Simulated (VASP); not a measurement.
```
CELL_PARAMETERS angstrom
      1.53767     0.88777     5.95362
     -1.53767     0.88777     5.95362
      0.00000    -1.77555     5.95362
ATOMIC_POSITIONS crystal
  Zr 0.00000 0.00000 0.00000
  H  0.75230 0.75230 0.75230
  H  0.58100 0.58100 0.58100
```

The numbers are results of PBE GGA, VASP's PBE PAW potentials (set 64) (plane waves; VASP 6.6.1), not measurements. Numerical set-up: 300 eV cut-off, 8×8×8 Γ-centred mesh, Fermi-Dirac smearing of 0.10 eV, potentials Zr_sv H.

At this cut-off the stress carries a Pulay error, which pulls relaxed volumes low.

Problem. Give the force on each atom (eV/Å).

Solution. 
| atom | Fx | Fy | Fz |
|---|---|---|---|
| Zr1 | 0.000 | 0.000 | -0.004 |
| H2 | 0.000 | 0.000 | -1.094 |
| H3 | 0.000 | 0.000 | 1.098 |

Problem. Give the stress tensor in GPa (positive for a compressed cell).

Solution. 
```
 -5.83    0.00    0.00
  0.00   -5.83    0.00
  0.00    0.00  -12.45
```
The pressure is its mean diagonal, -8.04 GPa.

The structure was generated: ZrH2 was put into an ordered model structure, which need not be its known phase. The cell was not relaxed at this level.
